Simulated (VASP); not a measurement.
Energy against volume of Al3Sc (L1_2). These are RPBE GGA, VASP's PBE PAW potentials (set 64) (plane waves; VASP) values and carry that method's errors.

```
V (Å³/atom)  E (eV/atom)
-----------  -----------
16.616          -4.53089
17.146          -4.54531
17.676          -4.55013
18.207          -4.54684
18.737          -4.53662
```

Problem. Fit a third-order Birch-Murnaghan equation of state.

Solution. 
| Property | Result |
|---|---|
| volume per atom | 17.71 Å^3/atom |
| bulk modulus | 81.0 GPa |
| pressure derivative of the bulk modulus | 4.45 |
| lattice constant a | 413.8 pm |

Measured: a 4.103 Å (computed value off by +0.9 %), as given by A Combined Experimental and First-Principles Based Assessment of Finite-Temperature Thermodynamic Properties of …. The calculation is for a static lattice, while the measured a holds thermal and zero-point effects, which are part of the difference.

The compound is Al3Sc in the L1_2 structure. It was relaxed first.
